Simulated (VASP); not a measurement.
Input:

```xyz
4
Lattice="3.4781 0.0000 0.0000 -1.7391 3.0121 0.0000 0.0000 0.0000 4.1750" Properties=species:S:1:pos:R:3 pbc="T T T"
Mg     0.0000     2.0081     1.0437
Mg     1.7391     1.0040     3.1312
O      0.0000     2.0081     3.1312
O      1.7391     1.0040     1.0437
```

The numbers are results of r2SCAN meta-GGA, VASP's PBE PAW potentials (set 64) (plane waves; VASP), not measurements. Run with 520 eV cut-off, 8×8×6 Γ-centred mesh, tetrahedra with Blöchl corrections, potentials Mg O.

The cores are frozen, which limits the accuracy of field gradients.

### Question
Give the principal components of the electric field gradient (V/Å²) and the asymmetry η at each nucleus.

### Answer

| atom | Vxx | Vyy | Vzz | η |
|---|---|---|---|---|
| Mg1 | 0.0 | 0.0 | 0.0 | - |
| Mg2 | 0.0 | 0.0 | 0.0 | - |
| O3 | 3.8 | 3.8 | -7.6 | 0.00 |
| O4 | 3.8 | 3.8 | -7.6 | 0.00 |

The structure was generated: MgO was put into the h-BN type (P6_3/mmc), which need not be its known phase. It was relaxed first, which changed the volume by -40 %.
